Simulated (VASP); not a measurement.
Crystal: InSb.

```
In Sb
1.0
     0.00000    3.26032    3.26032
     3.26032    0.00000    3.26032
     3.26032    3.26032    0.00000
In Sb
1 1
Direct
  0.00000 0.00000 0.00000
  0.25000 0.25000 0.25000
```

Base run:

* Program: VASP 6.6.1
* Functional: r2SCAN
* Potentials or basis: VASP PAW PBE potentials, release 64 (In_d, Sb)
* Cutoff: 520 eV
* k mesh: 10 × 10 × 10
* Occupations: gaussian, width 0.03 eV
* Spin: no spin polarisation

Its results: pressure 0.7 GPa.

Q: The run is repeated on the same cell with these changes: functional from r2SCAN to LDA; potentials or basis from VASP PAW PBE potentials, release 64 (In_d, Sb) to VASP PAW LDA potentials, release 64 (In_d, Sb). What comes out?

A: Pressure -1.3 GPa.

Caveats: the PAW data sets were made with another functional, which shifts forces and pressure a little (some runs).
